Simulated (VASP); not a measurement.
Energy against volume of KCl (rock salt). Level of theory: revTPSS meta-GGA, VASP's PBE PAW potentials (set 64) (plane waves; VASP). Run with 520 eV cut-off, 7×7×7 Γ-centred mesh, Gaussian smearing of 0.050 eV, potentials K_sv Cl.

```json
[
 {"V (Å³/atom)": "31.467", "E (eV/atom)": "-4.24474"},
 {"V (Å³/atom)": "32.440", "E (eV/atom)": "-4.24637"},
 {"V (Å³/atom)": "33.413", "E (eV/atom)": "-4.24511"},
 {"V (Å³/atom)": "34.387", "E (eV/atom)": "-4.24142"}
]
```

**Question.** Fit these four points and predict the energy of the run at 30.494 Å³/atom.

**Answer.** A cubic in V^(−2/3), the third-order Birch-Murnaghan form, passes through the four points with V0 = 32.47 Å³/atom and B0 = 16 GPa, and gives -4.2397 eV/atom there. The run gave -4.2397 eV/atom, +0.0 meV/atom from the fit; all five points give B0 = 16 GPa.

The compound is KCl in the rock salt structure. It was relaxed first.
